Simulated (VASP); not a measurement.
Take Au (fcc), with a static lattice, in VASP with PAW potentials, and its bulk modulus.

Q: One run gives 171 GPa. Which level is it?
A. vdW-DF2
B. PBE-D3 (zero damping)
C. AM05
D. PBE-D3(BJ)

A: C, AM05.  The others give 151 (PBE-D3 (zero damping)), 162 (PBE-D3(BJ)), 90.9 (vdW-DF2).

Only levels that ran to the end are used. Left out are those held back, those with too coarse a band path, GW runs whose mesh misses a band edge, hybrids' fits of cells that aren't cubic and levels without matching references; a question may draw on a part of the rest.

The compound is Au in the fcc structure.
